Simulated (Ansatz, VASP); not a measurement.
## GaMo: VASP beside Ansatz

The input INCAR:

```
SYSTEM = GaMo
  PREC = Accurate
  ENCUT = 520
  EDIFF = 1E-6
  ISMEAR = 0
  SIGMA = 0.1
  LREAL = .FALSE.
  LASPH = .TRUE.
  NELM = 60
  ALGO = Normal
  ISIF = 2
  LWAVE = .FALSE.
  LCHARG = .TRUE.
  GGA = PE
  LELF = .TRUE.
  LVHAR = .TRUE.
  NBANDS = 35
```

KPOINTS

```
Automatic mesh
0
G
  4 6 4
  0 0 0
```

POSCAR

```
GaMo
1.0
    4.5779241791      0.0000000000      0.0000000000
    0.0000000000      3.0295086480      0.0000000000
    0.0000000000      0.0000000000      4.6740990569
Ga Mo
2 2
Direct
    0.7500000000      0.0000000000      0.6870000000
    0.2500000000      0.0000000000      0.3130000000
    0.7500000000      0.5000000000      0.1880000000
    0.2500000000      0.5000000000      0.8120000000
```

Input for Ansatz:

```yaml
crystal:
  lattice:
    - [4.5779241791, 0.0, 0.0]
    - [0.0, 3.029508648, 0.0]
    - [0.0, 0.0, 4.6740990569]
  atoms:
    - { symbol: Ga, position: [0.75, 0.0, 0.687] }
    - { symbol: Ga, position: [0.25, 0.0, 0.313] }
    - { symbol: Mo, position: [0.75, 0.5, 0.188] }
    - { symbol: Mo, position: [0.25, 0.5, 0.812] }
basis:
  ecutwfc: 420
kpoints:
  mp_grid: { grid: [4, 6, 4] }
hamiltonian:
  xc: pbe
scf:
  occupations: { method: gaussian, width: 0.1 }
  lower_state_search: "off"
output:
  forces: true
  stress: true
  eigenvalues: true
```

Alike in both runs: task single point; functional PBE; k mesh 4 × 6 × 4; occupations gaussian, width 0.1 eV; no spin polarisation.

|  | VASP | Ansatz |
| --- | --- | --- |
| version | VASP 6.6.1 | Ansatz 0.2.0 |
| potentials or method | VASP PAW PBE potentials, release 64 (Ga_d, Mo_sv) | scalar-relativistic, plane waves, PAW |
| plane-wave cutoff (eV) | 520 | 420 |
| valence electrons in the cell | 54 | 54 |

Ansatz gave:

| Item | Value |
| --- | --- |
| gap on the k mesh at the Fermi level (eV) | none |
| pressure (GPa) | -9.8 |
| largest component of the traceless stress (GPa) | 1.27 |
| rms of the force components (eV/Å) | 0.403 |

Question: What did VASP give for the same quantities?

Answer: gap on the k mesh at the Fermi level (eV): none; pressure (GPa): -9.4; largest component of the traceless stress (GPa): 1.30; rms of the force components (eV/Å): 0.404.

Atom by atom the forces differ by 0.001 eV/Å (rms over components). A gap of «none» marks a metal or a gap that the smearing closes.
